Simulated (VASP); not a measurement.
Energy against volume of LiCl (rock salt). All values below come from LDA (Ceperley-Alder, Perdew-Zunger), VASP's LDA PAW potentials (set 64) (plane waves; VASP 6.6.1). Run with 520 eV cut-off, 9×9×9 Γ-centred mesh, Gaussian smearing of 0.050 eV, potentials Li_sv Cl.

```
V (Å³/atom)  E (eV/atom)
-----------  -----------
14.351          -4.03966
14.809          -4.04597
15.267          -4.04815
15.725          -4.04677
```

### Question
Fit these four points and predict the energy of the run at 16.183 Å³/atom.

### Answer
A cubic in V^(−2/3), the third-order Birch-Murnaghan form, passes through the four points with V0 = 15.31 Å³/atom and B0 = 41 GPa, and gives -4.0423 eV/atom there. The run gave -4.0424 eV/atom, -0.0 meV/atom from the fit; all five points give B0 = 41 GPa.

The compound is LiCl in the rock salt structure. It was relaxed first, which changed the volume by -10 %.
